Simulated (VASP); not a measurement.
Energy against volume of ZnF2 (rutile). All values below come from PBE GGA with D4 dispersion, VASP's PBE PAW potentials (set 64) (plane waves; VASP). Settings: 520 eV cut-off, 5×5×7 Γ-centred mesh, Gaussian smearing of 0.050 eV, potentials Zn F.

Shape and ions are relaxed at each volume.

```tsv
V (Å³/atom)	E (eV/atom)
11.668	-4.00467
12.029	-4.00908
12.390	-4.00649
12.751	-3.99820
```

Q: Fit these four points and predict the energy of the run at 11.308 Å³/atom.

A: A cubic in V^(−2/3), the third-order Birch-Murnaghan form, passes through the four points with V0 = 12.06 Å³/atom and B0 = 101 GPa, and gives -3.9917 eV/atom there. The run gave -3.9919 eV/atom, -0.2 meV/atom from the fit; all five points give B0 = 101 GPa.

The compound is ZnF2 in the rutile structure. It was relaxed first.
